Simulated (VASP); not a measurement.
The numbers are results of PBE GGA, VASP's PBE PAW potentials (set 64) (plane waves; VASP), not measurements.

VASP ran on this input.

**INCAR**
```
! general
SYSTEM  = Y3As
PREC    = Accurate
ENCUT   = 400
LREAL   = .FALSE.
LASPH   = .TRUE.

! electronic loop
EDIFF   = 1E-6
NELM    = 100
ALGO    = Normal
IMIX    = 4
AMIX    = 0.1
BMIX    = 0.0001
LMAXMIX = 4

! smearing
ISMEAR  = 0
SIGMA   = 0.05

! functional
GGA     = PE

! ions
ISIF    = 2

! output
LWAVE   = .FALSE.
LCHARG  = .FALSE.
```

KPOINTS:
```
Automatic mesh
0
Gamma
4 4 4
0 0 0
```

### POSCAR
```
Y3As
1
    0.0000000000     4.1296780000     4.1296780000
    4.1296780000     0.0000000000     4.1296780000
    4.1296780000     4.1296780000     0.0000000000
As Y
1 3
Direct
  0.0000000000   0.0000000000   0.0000000000
  0.5000000000   0.5000000000   0.5000000000
  0.2500000000   0.2500000000   0.2500000000
  0.7500000000   0.7500000000   0.7500000000
```

POTCAR, in this order: As Y_sv (PBE.64 set). Program: vasp_std.

Task: What does the run give for the energy per atom (σ→0), pressure, band gap (on the k-mesh)?

Result: 
```
Item                                                        Result
------------------------  ----------------------------------------
energy per atom (σ→0)                               -5.846 eV/atom
band gap (on the k-mesh)  none (metal, semimetal or under 0.01 eV)
pressure                                                 -7.79 GPa
```

**OSZICAR**
```
...
DAV:  12    -0.233917626943E+02    0.31789E-02   -0.28095E-02   481   0.109E+00    0.729E-01
DAV:  13    -0.233913385636E+02    0.42413E-03   -0.88343E-03   488   0.513E-01    0.184E-01
DAV:  14    -0.233915812497E+02   -0.24269E-03   -0.11814E-03   593   0.140E-01    0.784E-02
DAV:  15    -0.233914254325E+02    0.15582E-03   -0.55767E-04   493   0.105E-01    0.101E-01
DAV:  16    -0.233915153911E+02   -0.89959E-04   -0.39634E-04   617   0.112E-01    0.433E-02
DAV:  17    -0.233915145666E+02    0.82457E-06   -0.27994E-05   508   0.281E-02    0.425E-02
DAV:  18    -0.233915136447E+02    0.92186E-06   -0.26684E-06   381   0.831E-03
   1 F= -.23391514E+02 E0= -.23383332E+02  d E =-.163638E-01
```

The structure was generated: Y3As was put into the D03 type (Fm-3m), which need not be its known phase. The cell was not relaxed at this level. The k-mesh is coarse (spacing up to 0.33 per Å, 2π included), so the numbers may not be converged in it. The run is one of a series of settings (AMIX = 0.1, BMIX = 0.0001, IMIX = 4 against the base run), some of them coarse on purpose.
